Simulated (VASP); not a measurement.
# Cs2AgBiBr6: input slips in a band-gap run and what they do, part 2 of 2

Aim: see how common mistakes in a band-structure run show up, on Cs2AgBiBr6. The starting structure is a cell with measured lattice constants from the literature and the atomic positions of a Crystallography Open Database entry. The atoms were first relaxed with LDA in that cell, in a run that isn't shown, and the relaxed structure is the one below.

VASP 6.6.1.

Results so far: reference 1.065 eV; a cutoff far too low 0.424 eV; a k mesh far too coarse and no band path 2.301 eV.

**5. Bands with one electron missing**

Level of this step: LDA; plane waves and PAW (Bi_d, Cs_sv, Ag, Br) (VASP).

A slip made on purpose: one electron missing. Against step 2 the input has NELECT = 85 (also changed: NELM).

The input, INCAR:

```
SYSTEM = Cs2AgBiBr6
PREC = Accurate
ENCUT = 350
EDIFF = 1E-06
NELM = 60
ISMEAR = 0
SIGMA = 0.03
LREAL = .FALSE.
ALGO = Normal
GGA = CA
NBANDS = 67
LASPH = .TRUE.
LORBIT = 11
LWAVE = .FALSE.
LCHARG = .FALSE.
KPAR = 8
NCORE = 2
NELECT = 85
```

The input, POSCAR:

```
Cs2AgBiBr6
1.0
    0.0000000000      5.6333000000      5.6333000000
    5.6333000000      0.0000000000      5.6333000000
    5.6333000000      5.6333000000      0.0000000000
Bi Cs Ag Br
1 2 1 6
Direct
    0.0000000000      0.0000000000      0.0000000000
    0.7500000000      0.7500000000      0.7500000000
    0.2500000000      0.2500000000      0.2500000000
    0.5000000000      0.5000000000      0.5000000000
    0.7461466466      0.7461466466      0.2538533534
    0.2538533534      0.2538533534      0.7461466466
    0.7461466466      0.2538533534      0.2538533534
    0.7461466466      0.2538533534      0.7461466466
    0.2538533534      0.7461466466      0.7461466466
    0.2538533534      0.7461466466      0.2538533534
```

The input, KPOINTS:

```
Automatic mesh
0
Gamma
4 4 4
0 0 0
```

The input, KPOINTS_OPT:

```
Line mode
8
Line-mode
Reciprocal
  0.00000000   0.00000000   0.00000000 GAMMA
  0.50000000   0.00000000   0.50000000 X

  0.50000000   0.00000000   0.50000000 X
  0.50000000   0.25000000   0.75000000 W

  0.50000000   0.25000000   0.75000000 W
  0.37500000   0.37500000   0.75000000 K

  0.37500000   0.37500000   0.75000000 K
  0.00000000   0.00000000   0.00000000 GAMMA

  0.00000000   0.00000000   0.00000000 GAMMA
  0.50000000   0.50000000   0.50000000 L

  0.50000000   0.50000000   0.50000000 L
  0.62500000   0.25000000   0.62500000 U

  0.62500000   0.25000000   0.62500000 U
  0.50000000   0.25000000   0.75000000 W

  0.50000000   0.25000000   0.75000000 W
  0.50000000   0.50000000   0.50000000 L

  0.50000000   0.50000000   0.50000000 L
  0.37500000   0.37500000   0.75000000 K

  0.62500000   0.25000000   0.62500000 U
  0.50000000   0.00000000   0.50000000 X
```

PAW data sets: Bi_d, Cs_sv, Ag and Br (LDA family, release 64).

Command:

```sh
$ mpirun -np 16 vasp_std
```

Log:

```text
[... set-up lines as in an earlier step ...]
 entering main loop
       N       E                     dE             d eps       ncg     rms          rms(c)
DAV:   1     0.553060683143E+03    0.55306E+03   -0.28390E+04  1128   0.811E+02
DAV:   2     0.211817878302E+02   -0.53188E+03   -0.50761E+03  1298   0.216E+02
DAV:   3    -0.351340851686E+02   -0.56316E+02   -0.55795E+02  1304   0.840E+01
DAV:   4    -0.366234370064E+02   -0.14894E+01   -0.14856E+01  1293   0.166E+01
DAV:   5    -0.366632039827E+02   -0.39767E-01   -0.39757E-01  1464   0.247E+00BRMIX: very serious problems
 the old and the new charge density differ
 old charge density:    86.00000 new   85.00000
BRMIX: very serious problems
 the old and the new charge density differ
 old charge density:    86.00000 new   85.00000
BRMIX: very serious problems
 the old and the new charge density differ
 old charge density:    86.00000 new   85.00000
BRMIX: very serious problems
 the old and the new charge density differ
 old charge density:    86.00000 new   85.00000
BRMIX: very serious problems
 the old and the new charge density differ
[...]
1 F= -.34747115E+02 E0= -.34746406E+02  d E =-.141718E-02
 Start KPOINTS_OPT (optional k-point list driver)
k-point batch [1-8\80]
       N       E                     dE             ncg
DAV:   1    -0.382376838301E+03   -0.57973E+04     1128
DAV:   2    -0.453022734881E+04   -0.41479E+04     1290
DAV:   3    -0.496542459170E+04   -0.43520E+03     1272
DAV:   4    -0.497658930907E+04   -0.11165E+02     1293
DAV:   5    -0.497688684076E+04   -0.29753E+00     1512
DAV:   6    -0.497689314437E+04   -0.63036E-02     1341
DAV:   7    -0.497689353648E+04   -0.39210E-03     1632
DAV:   8    -0.497689353915E+04   -0.26721E-05     1160
DAV:   9    -0.497689353928E+04   -0.13425E-06      864
[...]
k-point batch [73-80\80]
       N       E                     dE             ncg
DAV:   1    -0.344702394746E+03   -0.10610E+05     1104
DAV:   2    -0.454992924690E+04   -0.42052E+04     1285
DAV:   3    -0.498422039433E+04   -0.43429E+03     1328
DAV:   4    -0.499536509341E+04   -0.11145E+02     1344
DAV:   5    -0.499565776143E+04   -0.29267E+00     1520
DAV:   6    -0.499566354387E+04   -0.57824E-02     1384
DAV:   7    -0.499566396071E+04   -0.41685E-03     1632
DAV:   8    -0.499566396224E+04   -0.15294E-05     1192
DAV:   9    -0.499566396229E+04   -0.46264E-07      984
```

The job ended after 45 s (16 MPI ranks of AMD EPYC 9R45, shared host; peak memory 4.7 GiB).

OUTCAR, selected parts (step 5):

```text
  Total      -14.2957054    -14.2957054    -14.2957054      0.0000000     -0.0000000      0.0000000
  in kB      -64.0615636    -64.0615636    -64.0615636      0.0000000     -0.0000000      0.0000000
  external PRESSURE =     -64.0615636 kB  Pullay stress =       0.0000000 kB

 POSITION                                       TOTAL-FORCE (eV/Angst)
 -----------------------------------------------------------------------------------
      0.00000      0.00000      0.00000         0.000000     -0.000000      0.000000
      8.44995      8.44995      8.44995         0.000000      0.000000      0.000000
      2.81665      2.81665      2.81665         0.000000      0.000000      0.000000
      5.63330      5.63330      5.63330         0.000000      0.000000      0.000000
      5.63330      5.63330      8.40654         0.000000      0.000000      0.037506
      5.63330      5.63330      2.86006         0.000000      0.000000     -0.037506
      2.86006      5.63330      5.63330        -0.037506      0.000000      0.000000
      5.63330      8.40654      5.63330         0.000000      0.037506      0.000000
      8.40654      5.63330      5.63330         0.037506      0.000000      0.000000
      5.63330      2.86006      5.63330         0.000000     -0.037506      0.000000
 -----------------------------------------------------------------------------------
    total drift:                                0.000000      0.000000      0.000000

  FREE ENERGIE OF THE ION-ELECTRON SYSTEM (eV)
  ---------------------------------------------------
  free  energy   TOTEN  =       -34.7471148467 eV

  energy  without entropy=      -34.7456976619  energy(sigma->0) =      -34.74640625

[... 2 parts as in an earlier step ...]

[... 1 further part left out ...]
[key lines of the parts left out:]
E-fermi :   0.2170
```

With one electron missing there is no gap to read, since by its occupations the run counts as a metal (its levels may still leave one).

**6. Bands with no empty bands**

A slip made on purpose: no empty bands. Against step 2 the input has NBANDS = 43 and no band path (also changed: NELM).

INCAR: that of step 5 with these lines changed.

```diff
@@ -10,3 +10,3 @@
 GGA = CA
-NBANDS = 67
+NBANDS = 43
 LASPH = .TRUE.
@@ -17,2 +17 @@
 NCORE = 2
-NELECT = 85
```

POSCAR is that of step 5.

KPOINTS is that of step 5.

Command:

```sh
$ mpirun -np 16 vasp_std
```

Log:

```text
[... set-up lines as in an earlier step ...]
 entering main loop
       N       E                     dE             d eps       ncg     rms          rms(c)
DAV:   1     0.647929014941E+03    0.64793E+03   -0.30558E+04   744   0.129E+03
DAV:   2     0.405020853422E+02   -0.60743E+03   -0.60743E+03   879   0.312E+02
DAV:   3    -0.319989502800E+02   -0.72501E+02   -0.72501E+02   770   0.125E+02
DAV:   4    -0.353546943213E+02   -0.33557E+01   -0.33557E+01   818   0.279E+01
[...]
DAV:  12    -0.341723991361E+02   -0.11545E-04   -0.34325E-05   928   0.291E-02    0.105E-02
DAV:  13    -0.341723978346E+02    0.13015E-05   -0.10924E-05   782   0.197E-02    0.588E-03
DAV:  14    -0.341723979191E+02   -0.84515E-07   -0.12907E-06   371   0.712E-03
 -----------------------------------------------------------------------------
|                                                                             |
|           W    W    AA    RRRRR   N    N  II  N    N   GGGG   !!!           |
|           W    W   A  A   R    R  NN   N  II  NN   N  G    G  !!!           |
|           W    W  A    A  R    R  N N  N  II  N N  N  G       !!!           |
|           W WW W  AAAAAA  RRRRR   N  N N  II  N  N N  G  GGG   !            |
|           WW  WW  A    A  R   R   N   NN  II  N   NN  G    G                |
|           W    W  A    A  R    R  N    N  II  N    N   GGGG   !!!           |
|                                                                             |
|     Your highest band is occupied at some k-points! Unless you are          |
|     performing a calculation for an insulator or semiconductor, without     |
|     unoccupied bands, you have included TOO FEW BANDS!! Please increase     |
|     the parameter NBANDS in file INCAR to ensure that the highest band      |
|     is unoccupied at all k-points. It is always recommended to include      |
|     a few unoccupied bands to accelerate the convergence of                 |
|     molecular-dynamics runs (even for insulators or semiconductors),        |
|     since the presence of unoccupied bands improves wavefunction            |
|     prediction and helps to suppress 'band-crossings'.                      |
|                                                                             |
 -----------------------------------------------------------------------------

   1 F= -.34172398E+02 E0= -.34172398E+02  d E =-.157569E-13
```

Wall time 6.8 s (16 MPI ranks); peak memory 3.7 GiB; 81 s of CPU time.

OUTCAR, selected parts (step 6):

```text
  Total       -4.5628076     -4.5628076     -4.5628076     -0.0000000     -0.0000000      0.0000000
  in kB      -20.4467413    -20.4467413    -20.4467413     -0.0000000     -0.0000000      0.0000000
  external PRESSURE =     -20.4467413 kB  Pullay stress =       0.0000000 kB

 POSITION                                       TOTAL-FORCE (eV/Angst)
 -----------------------------------------------------------------------------------
      0.00000      0.00000      0.00000         0.000000     -0.000000     -0.000000
      8.44995      8.44995      8.44995         0.000000     -0.000000     -0.000000
      2.81665      2.81665      2.81665         0.000000     -0.000000     -0.000000
      5.63330      5.63330      5.63330         0.000000     -0.000000     -0.000000
      5.63330      5.63330      8.40654         0.000000     -0.000000     -0.006434
      5.63330      5.63330      2.86006         0.000000     -0.000000      0.006434
      2.86006      5.63330      5.63330         0.006434     -0.000000     -0.000000
      5.63330      8.40654      5.63330         0.000000     -0.006434     -0.000000
      8.40654      5.63330      5.63330        -0.006434     -0.000000     -0.000000
      5.63330      2.86006      5.63330         0.000000      0.006434     -0.000000
 -----------------------------------------------------------------------------------
    total drift:                                0.000000      0.000000      0.000000

  FREE ENERGIE OF THE ION-ELECTRON SYSTEM (eV)
  ---------------------------------------------------
  free  energy   TOTEN  =       -34.1723979191 eV

  energy  without entropy=      -34.1723979191  energy(sigma->0) =      -34.17239792

[... 1 part as in an earlier step ...]

[... 2 further parts left out ...]
[key lines of the parts left out:]
E-fermi :   1.3314
```

The run converges, yet it holds no empty band, so no gap can be read from it.

**7. All runs side by side**

| run | gap (eV) | change (eV) | core minutes |
| --- | --- | --- | --- |
| reference | 1.065 | - | 11.2 |
| a cutoff far too low | 0.424 | -0.641 | 2.08 |
| a k mesh far too coarse and no band path | 2.301 | 1.236 | 0.587 |
| one electron missing | none | - | 12.0 |
| no empty bands | - | - | 1.81 |

Core minutes are wall time times ranks of the run shown, on a shared host.

**8. Summary of results**

| Quantity | Value |
| --- | --- |
| reference gap | 1.065 eV |
| gap with a cutoff far too low | 0.424 eV |
| gap with a k mesh far too coarse and no band path | 2.301 eV |
| gap with one electron missing | none to read from the occupations |
| run with no empty bands | converged |

What this shows: The run without empty bands converged, and still can't show a gap. Finished, but with signs in the output that stand out against the reference: a cutoff far too low, with the gap changed by -0.64 eV (signs: a stress of up to 262.1 GPa and forces of up to 0.47 eV/Å); a k mesh far too coarse and no band path, with the gap changed by +1.24 eV (signs: a stress that differs by up to 4.0 GPa and forces of up to 0.85 eV/Å); one electron missing, with no gap to read, since by its occupations the run counts as a metal (its levels may still leave one) (signs: a warning on the charge density, a stress of up to 6.4 GPa and forces of up to 0.04 eV/Å). Further runs on this material are not shown.

[Lines on the potential files, build, host, timing and source positions are cut from VASP's logs without a mark.]

[Logs are printed without paths, hosts, clocks, repeated set-up lines and the standing remarks that a program may print on its own settings, such as how far it seeks lower states.]

[Hosts, paths, dates, database ids (printed as entryN), source tags and the programs' standing remarks are cut or masked in the printed files.]
